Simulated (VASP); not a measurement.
# SbRh under strain

How does the pressure of SbRh answer to a change of volume? The bands are shown for each cell. All runs use PBEsol. Left out of this account: 1 further run (self-consistent run: a reference on another mesh). The start is a cell from a database of measured crystal structures.

Program: VASP 6.6.1. Level of theory: PBEsol; plane waves and PAW (Sb, Rh_pv). Results are calculated unless marked as measured.

## 1. Set-up

The structure is orthorhombic, space group Pnma (No. 62). Conventional cell: a = 5.972 Å, b = 3.862 Å, c = 6.324 Å, α = 90.00°, β = 90.00°, γ = 90.00°. Nearest to Sb lie 6 Rh at 2.59 to 2.76 Å. Nearest to Rh lie 6 Sb at 2.59 to 2.76 Å. Farther neighbours are not listed.

## 2. Bands, cell as listed

Levels along the symmetry lines show where the bands peak and cross; KPOINTS_OPT computes them in the converged potential. PBEsol restores the gradient expansion of exchange and is tuned for the cells of solids.

Contents of INCAR:

```
SYSTEM = SbRh
PREC = Accurate
ENCUT = 400
EDIFF = 1E-06
NELM = 100
ISMEAR = -1
SIGMA = 0.05
LREAL = .FALSE.
ALGO = Normal
GGA = PS
NBANDS = 61
LASPH = .TRUE.
LORBIT = 11
LWAVE = .FALSE.
LCHARG = .FALSE.
KPAR = 8
```

Contents of POSCAR:

```
SbRh
1.0
    5.9718000000      0.0000000000      0.0000000000
    0.0000000000      3.8621000000      0.0000000000
    0.0000000000      0.0000000000      6.3242000000
Sb Rh
4 4
Direct
    0.1949000000      0.2500000000      0.5915000000
    0.3051000000      0.7500000000      0.0915000000
    0.6949000000      0.2500000000      0.9085000000
    0.8051000000      0.7500000000      0.4085000000
    0.0053000000      0.2500000000      0.1942000000
    0.4947000000      0.7500000000      0.6942000000
    0.5053000000      0.2500000000      0.3058000000
    0.9947000000      0.7500000000      0.8058000000
```

Contents of KPOINTS:

```
Automatic mesh
0
Gamma
5 8 5
0 0 0
```

Contents of KPOINTS_OPT:

```
Line mode
12
Line-mode
Reciprocal
  0.00000000   0.00000000   0.00000000 GAMMA
  0.00000000  -0.50000000   0.00000000 X

  0.00000000  -0.50000000   0.00000000 X
 -0.50000000  -0.50000000   0.00000000 S

 -0.50000000  -0.50000000   0.00000000 S
 -0.50000000   0.00000000   0.00000000 Y

 -0.50000000   0.00000000   0.00000000 Y
  0.00000000   0.00000000   0.00000000 GAMMA

  0.00000000   0.00000000   0.00000000 GAMMA
  0.00000000   0.00000000  -0.50000000 Z

  0.00000000   0.00000000  -0.50000000 Z
  0.00000000  -0.50000000  -0.50000000 U

  0.00000000  -0.50000000  -0.50000000 U
 -0.50000000  -0.50000000  -0.50000000 R

 -0.50000000  -0.50000000  -0.50000000 R
 -0.50000000   0.00000000  -0.50000000 T

 -0.50000000   0.00000000  -0.50000000 T
  0.00000000   0.00000000  -0.50000000 Z

 -0.50000000   0.00000000   0.00000000 Y
 -0.50000000   0.00000000  -0.50000000 T

  0.00000000  -0.50000000  -0.50000000 U
  0.00000000  -0.50000000   0.00000000 X

 -0.50000000  -0.50000000   0.00000000 S
 -0.50000000  -0.50000000  -0.50000000 R
```

Potentials, in the order of the species: Sb and Rh_pv (PBE family, release 64).

Command:

```
> mpirun -np 8 vasp_std
```

Output:

```text
[banner, memory and clock lines left out]
running    8 mpi-ranks, on    1 nodes
 distrk:  each k-point on    1 cores,    8 groups
 distr:  one band on    1 cores,    1 groups

 POSCAR found type information on POSCAR SbRh
 POSCAR found :  2 types and       8 ions
|                                                                             |
|           W    W    AA    RRRRR   N    N  II  N    N   GGGG   !!!           |
|           W    W   A  A   R    R  NN   N  II  NN   N  G    G  !!!           |
|           W    W  A    A  R    R  N N  N  II  N N  N  G       !!!           |
|           W WW W  AAAAAA  RRRRR   N  N N  II  N  N N  G  GGG   !            |
|           WW  WW  A    A  R   R   N   NN  II  N   NN  G    G                |
|           W    W  A    A  R    R  N    N  II  N    N   GGGG   !!!           |
|                                                                             |
|     For optimal performance we recommend to set                             |
|       NCORE = 2 up to number-of-cores-per-socket                            |
|     NCORE specifies how many cores store one orbital (NPAR=cpu/NCORE).      |
|     This setting can greatly improve the performance of VASP for DFT.       |
|     The default, NCORE=1 might be grossly inefficient on modern             |
|     multi-core architectures or massively parallel machines. Do your        |
|     Unfortunately you need to use the default for GW and RPA                |
|     calculations (for HF NCORE is supported but not extensively tested      |
|     yet).                                                                   |
|                                                                             |

|                                                                             |
|               ----> ADVICE to this user running VASP <----                  |
|                                                                             |
|     You enforced a specific xc type in the INCAR file but a different       |
|     [... a line on the potential file left out ...]
|     I HOPE YOU KNOW WHAT YOU ARE DOING!                                     |
|                                                                             |

 LDA part: xc-table for (Slater+PW92), standard interpolation
 POSCAR, INCAR and KPOINTS ok, starting setup
 FFT: planning ... GRIDC
 FFT: planning ... GRID_SOFT
 FFT: planning ... GRID
 WAVECAR not read
 entering main loop
       N       E                     dE             d eps       ncg     rms          rms(c)
DAV:   1     0.722841344879E+03    0.72284E+03   -0.36676E+04  6258   0.105E+03
DAV:   2    -0.219913064887E+02   -0.74483E+03   -0.70549E+03  6179   0.344E+02
DAV:   3    -0.553475238132E+02   -0.33356E+02   -0.32468E+02  6138   0.762E+01
DAV:   4    -0.558931705657E+02   -0.54565E+00   -0.54460E+00  6118   0.101E+01
DAV:   5    -0.559045335739E+02   -0.11363E-01   -0.11363E-01  6200   0.159E+00    0.175E+01
DAV:   6    -0.551965321100E+02    0.70800E+00   -0.23776E+00  6025   0.940E+00    0.715E+00
DAV:   7    -0.550050154654E+02    0.19152E+00   -0.62279E-01  5787   0.500E+00    0.538E+00
DAV:   8    -0.548957681074E+02    0.10925E+00   -0.33788E-01  6101   0.336E+00    0.414E-01
DAV:   9    -0.548948566091E+02    0.91150E-03   -0.81258E-03  5878   0.387E-01    0.257E-01
DAV:  10    -0.548943106807E+02    0.54593E-03   -0.16040E-03  6018   0.218E-01    0.361E-02
DAV:  11    -0.548942961308E+02    0.14550E-04   -0.11811E-04  6056   0.598E-02    0.135E-02
DAV:  12    -0.548942984274E+02   -0.22966E-05   -0.10650E-05  6017   0.175E-02    0.883E-03
DAV:  13    -0.548942971529E+02    0.12744E-05   -0.16802E-06  3778   0.790E-03    0.321E-03
DAV:  14    -0.548942968313E+02    0.32160E-06   -0.13738E-07  3290   0.218E-03
   1 F= -.54894297E+02 E0= -.54880956E+02  d E =-.266826E-01
 Start KPOINTS_OPT (optional k-point list driver)
k-point batch [1-45\144]
       N       E                     dE             ncg
DAV:   1     0.136217135112E+05   -0.48143E+05     6282
DAV:   2    -0.196288807376E+05   -0.33251E+05     6256
DAV:   3    -0.210987375040E+05   -0.14699E+04     6204
DAV:   4    -0.211227947331E+05   -0.24057E+02     6144
DAV:   5    -0.211233364400E+05   -0.54171E+00     6620
DAV:   6    -0.211233556308E+05   -0.19191E-01     6272
DAV:   7    -0.211233567055E+05   -0.10748E-02     6145
DAV:   8    -0.211233567698E+05   -0.64312E-04     5456
DAV:   9    -0.211233567723E+05   -0.24825E-05     3779
DAV:  10    -0.211233567727E+05   -0.34638E-06     3398
[...]
k-point batch [136-144\144]
       N       E                     dE             ncg
DAV:   1     0.569559108044E+05   -0.17800E+05     1242
DAV:   2     0.504004464751E+05   -0.65555E+04     1244
DAV:   3     0.501190947275E+05   -0.28135E+03     1215
DAV:   4     0.501149737484E+05   -0.41210E+01     1158
DAV:   5     0.501148716706E+05   -0.10208E+00     1320
DAV:   6     0.501148682390E+05   -0.34316E-02     1197
DAV:   7     0.501148680623E+05   -0.17667E-03     1272
DAV:   8     0.501148680520E+05   -0.10315E-04      981
DAV:   9     0.501148680517E+05   -0.33268E-06      696
```

Run time: 5.8 min. Hardware: 8 MPI ranks of AMD EPYC 7571, shared host; peak memory 3.8 GiB; 37 min of CPU time.

The logs omit lines about the potential files and the build; timing stands in the text.

OUTCAR, selected parts (step 2):

```text
ion  position               nearest neighbor table
   1  0.195  0.250  0.592-   7 2.59   8 2.64   8 2.64   6 2.71   6 2.71   5 2.76   4 3.24   4 3.24
                             3 3.60   3 3.60   2 3.76   2 3.76   2 3.76   2 3.76
   2  0.305  0.750  0.092-   8 2.59   7 2.64   7 2.64   5 2.71   5 2.71   6 2.76   3 3.24   3 3.24
                             4 3.60   4 3.60   1 3.76   1 3.76   1 3.76   1 3.76
   3  0.695  0.250  0.908-   5 2.59   6 2.64   6 2.64   8 2.71   8 2.71   7 2.76   2 3.24   2 3.24
                             1 3.60   1 3.60   4 3.76   4 3.76   4 3.76   4 3.76
   4  0.805  0.750  0.408-   6 2.59   5 2.64   5 2.64   7 2.71   7 2.71   8 2.76   1 3.24   1 3.24
                             2 3.60   2 3.60   3 3.76   3 3.76   3 3.76   3 3.76
   5  0.005  0.250  0.194-   3 2.59   4 2.64   4 2.64   2 2.71   2 2.71   1 2.76   7 3.07   7 3.07
                             8 3.13   8 3.13
   6  0.495  0.750  0.694-   4 2.59   3 2.64   3 2.64   1 2.71   1 2.71   2 2.76   8 3.07   8 3.07
                             7 3.13   7 3.13
   7  0.505  0.250  0.306-   1 2.59   2 2.64   2 2.64   4 2.71   4 2.71   3 2.76   5 3.07   5 3.07
                             6 3.13   6 3.13
   8  0.995  0.750  0.806-   2 2.59   1 2.64   1 2.64   3 2.71   3 2.71   4 2.76   6 3.07   6 3.07
                             5 3.13   5 3.13

  LATTYP: Found a simple orthorhombic cell.
 ALAT       =     3.8621000000
 B/A-ratio  =     1.5462572176
 C/A-ratio  =     1.6375029129

 Subroutine GETGRP returns: Found  8 space group operations
 (whereof  2 operations were pure point group operations)

The static configuration has the point symmetry S_2 .
 The point group associated with its full space group is D_2h.

 Found     45 irreducible k-points:

   k-points           NKPTS =     45   k-points in BZ     NKDIM =     45   number of bands    NBANDS=     61

   dimension x,y,z NGX =    40 NGY =   28 NGZ =   42
   dimension x,y,z NGXF=    80 NGYF=   56 NGZF=   84

   ENCUT  =  400.0 eV  29.40 Ry    5.42 a.u.   9.74  6.30 10.31*2*pi/ulx,y,z

   NELECT =      80.0000    total number of electrons

 k-points in reciprocal lattice and weights: Automatic mesh
   0.00000000  0.00000000  0.00000000       0.005
   0.20000000  0.00000000  0.00000000       0.010
   0.40000000  0.00000000  0.00000000       0.010
   0.00000000  0.12500000  0.00000000       0.010
   0.20000000  0.12500000  0.00000000       0.020
   0.40000000  0.12500000  0.00000000       0.020
   0.00000000  0.25000000  0.00000000       0.010
   0.20000000  0.25000000  0.00000000       0.020
   0.40000000  0.25000000  0.00000000       0.020
[...]
0.20000000  0.50000000  0.40000000       0.020
   0.40000000  0.50000000  0.40000000       0.020

 average (electrostatic) potential at core
       1 -81.8697       2 -81.8697       3 -81.8697       4 -81.8697       5 -71.1249
       6 -71.1249       7 -71.1249       8 -71.1249

 E-fermi :  11.1220

 k-point     1 :       0.0000    0.0000    0.0000
  band No.  band energies     occupation
    ...
     36       9.1718      2.00000
     37       9.2291      2.00000
     38       9.3073      2.00000
     39       9.8670      2.00000
     40      10.5708      1.99997
     41      11.8114      0.00000
     42      12.1193      0.00000
     43      13.1840      0.00000
     44      13.5570      0.00000
     45      13.6528      0.00000
    ...

 k-point     2 :       0.2000    0.0000    0.0000
  band No.  band energies     occupation
    ...
     36       9.2654      2.00000
     37       9.3551      2.00000
     38       9.8584      2.00000
     39      10.0141      2.00000
     40      10.5831      1.99996
     41      12.0152      0.00000
     42      12.5512      0.00000
     43      13.0085      0.00000
     44      13.4089      0.00000
     45      13.4107      0.00000
    ...

 k-point     3 :       0.4000    0.0000    0.0000
  band No.  band energies     occupation
    ...
     35       9.3204      2.00000
     36       9.3773      2.00000
     37       9.3998      2.00000
     38       9.6261      2.00000
     39      10.7878      1.99750
     40      11.2910      0.06587
     41      11.5224      0.00067
     42      12.6900      0.00000
     43      12.8046      0.00000
     44      13.1818      0.00000
    ...

  Total       -0.5764024     -0.2784640     -0.5019298      0.0000000      0.0000000      0.0000000
  in kB       -6.3314328     -3.0587588     -5.5133963      0.0000000      0.0000000      0.0000000
  external PRESSURE =      -4.9678626 kB  Pullay stress =       0.0000000 kB

  energy-cutoff  :      400.00
  volume of cell :      145.86
      direct lattice vectors                 reciprocal lattice vectors
     5.971800000  0.000000000  0.000000000     0.167453699  0.000000000  0.000000000
     0.000000000  3.862100000  0.000000000     0.000000000  0.258926491  0.000000000
     0.000000000  0.000000000  6.324200000     0.000000000  0.000000000  0.158122767

 POSITION                                       TOTAL-FORCE (eV/Angst)
 -----------------------------------------------------------------------------------
      1.16390      0.96552      3.74076         0.091653      0.000000      0.036330
      1.82200      2.89657      0.57866        -0.091653      0.000000      0.036330
      4.14980      0.96552      5.74554         0.091653      0.000000     -0.036330
      4.80790      2.89657      2.58344        -0.091653      0.000000     -0.036330
      0.03165      0.96552      1.22816         0.065967     -0.000000     -0.094170
      2.95425      2.89657      4.39026        -0.065967      0.000000     -0.094170
      3.01755      0.96552      1.93394         0.065967      0.000000      0.094170
      5.94015      2.89657      5.09604        -0.065967     -0.000000      0.094170
 -----------------------------------------------------------------------------------
    total drift:                                0.000000      0.000000     -0.000000

  FREE ENERGIE OF THE ION-ELECTRON SYSTEM (eV)
  ---------------------------------------------------
  free  energy   TOTEN  =       -54.8942968313 eV

  energy  without entropy=      -54.8676142173  energy(sigma->0) =      -54.88095552

 total charge
# of ion       s       p       d       tot
------------------------------------------
    1        1.115   1.231   0.093   2.439
    2        1.115   1.231   0.093   2.439
    3        1.115   1.231   0.093   2.439
    4        1.115   1.231   0.093   2.439
    5        0.321   6.254   7.356  13.930
    6        0.321   6.254   7.356  13.930
    7        0.321   6.254   7.356  13.930
    8        0.321   6.254   7.356  13.930
--------------------------------------------------
tot          5.745  29.937  29.796  65.478

[... 3 further parts left out ...]
```

Spin-orbit coupling is off here; with elements this heavy it splits and shifts levels by tenths of an eV or more. The PAW data sets were made with PBE, which is usual practice but a small mismatch for other functionals.

This step gave:

```
SCF cycles              : 14
electrons               : 80
bands                   : 61
irreducible k-points    : 45
symmetry operations     : 8
free energy (TOTEN)     : -54.8943 eV
energy at zero smearing : -54.8810 eV
Fermi energy            : 11.12 eV
pressure                : -0.4968 GPa
metallic                : yes
```

The electronic bands at the labelled points (eV, zero at the Fermi level; # counts the bands kept, so #1 is VASP's band 17):

```tsv
point	#21	#22	#23	#24	#25	#26	#27	#28
Γ	-1.89	-1.81	-1.25	-0.55	0.69	1.00	2.06	2.43
0.55 of the way	-1.72	-1.06	-1.06	-0.33	0.16	0.76	0.87	1.48
X	-1.70	-1.70	-1.49	-1.49	-0.05	-0.05	1.55	1.55
0.55 of the way	-1.68	-1.68	-1.44	-1.44	0.17	0.17	0.94	0.94
S	-1.42	-1.42	-1.42	-1.42	0.49	0.49	0.49	0.49
0.45 of the way	-1.24	-1.24	-0.90	-0.90	0.53	0.53	1.16	1.16
Y	-1.63	-1.63	-0.04	-0.04	0.86	0.86	1.90	1.90
0.45 of the way	-1.74	-1.33	-0.67	-0.50	0.92	1.59	1.80	2.21
Γ	-1.89	-1.81	-1.25	-0.55	0.69	1.00	2.06	2.43
0.55 of the way	-1.57	-1.41	-0.65	-0.36	0.87	0.94	1.51	1.94
Z	-1.49	-1.49	0.14	0.14	0.51	0.51	1.41	1.41
0.45 of the way	-1.36	-1.36	-0.58	-0.58	0.34	0.34	1.85	1.85
U	-1.76	-1.76	-1.64	-1.64	0.47	0.47	0.79	0.79
0.45 of the way	-1.72	-1.72	-1.60	-1.60	0.92	0.92	1.16	1.16
R	-1.59	-1.59	-1.59	-1.59	1.98	1.98	1.98	1.98
0.55 of the way	-0.96	-0.96	-0.24	-0.24	0.24	0.24	0.97	0.97
T	-1.21	-1.21	0.37	0.37	1.42	1.42	1.95	1.95
0.55 of the way	-1.40	-1.40	0.06	0.06	0.89	0.89	1.55	1.55
Z	-1.49	-1.49	0.14	0.14	0.51	0.51	1.41	1.41
jump to Y	-1.63	-1.63	-0.04	-0.04	0.86	0.86	1.90	1.90
0.45 of the way	-1.55	-1.55	0.19	0.19	1.21	1.21	1.56	1.56
T	-1.21	-1.21	0.37	0.37	1.42	1.42	1.95	1.95
jump to U	-1.76	-1.76	-1.64	-1.64	0.47	0.47	0.79	0.79
0.55 of the way	-1.78	-1.78	-1.61	-1.61	0.01	0.01	1.20	1.20
X	-1.70	-1.70	-1.49	-1.49	-0.05	-0.05	1.55	1.55
jump to S	-1.42	-1.42	-1.42	-1.42	0.49	0.49	0.49	0.49
```

Of the projections kept (Sb, Rh), the largest for each band there; the rest of the weight can lie on other orbitals:

```tsv
point	#21	#22	#23	#24	#25	#26	#27	#28
Γ	Rh 0.99	Rh 0.94	Rh 0.90	Rh 0.93	Rh 0.70	Rh 0.78	Sb 0.67	Sb 0.73
X	Rh 0.97	Rh 0.97	Rh 0.83	Rh 0.83	Rh 0.92	Rh 0.92	Rh 0.64	Rh 0.64
S	Rh 0.93	Rh 0.93	Rh 0.93	Rh 0.93	Rh 0.80	Rh 0.80	Rh 0.80	Rh 0.80
Y	Rh 0.99	Rh 0.99	Rh 0.63	Rh 0.63	Rh 0.62	Rh 0.62	Sb 0.50	Sb 0.50
Γ	Rh 0.99	Rh 0.94	Rh 0.90	Rh 0.93	Rh 0.70	Rh 0.78	Sb 0.67	Sb 0.73
Z	Rh 0.77	Rh 0.77	Rh 0.88	Rh 0.88	Rh 0.65	Rh 0.65	Sb 0.51	Sb 0.51
```

Force by atom:

```tsv
atom	x (eV/Å)	y (eV/Å)	z (eV/Å)	size
Sb1	0.092	0.000	0.036	0.099
Sb2	-0.092	0.000	0.036	0.099
Sb3	0.092	0.000	-0.036	0.099
Sb4	-0.092	0.000	-0.036	0.099
Rh5	0.066	0.000	-0.094	0.115
Rh6	-0.066	0.000	-0.094	0.115
Rh7	0.066	0.000	0.094	0.115
Rh8	-0.066	0.000	0.094	0.115
```

There is no gap at this level.

(Continued in part 2 of 4.)

[Lines on the potential files, build, host, timing and source positions are cut from VASP's logs without a mark.]

[Logs are printed without paths, hosts, clocks, repeated set-up lines and the standing remarks that a program may print on its own settings, such as how far it seeks lower states.]

[Hosts, paths, dates, database ids (printed as entryN), source tags and the programs' standing remarks are cut or masked in the printed files.]

[A measured line is paired with the nearest computed mode of its activity, which favours agreement.]
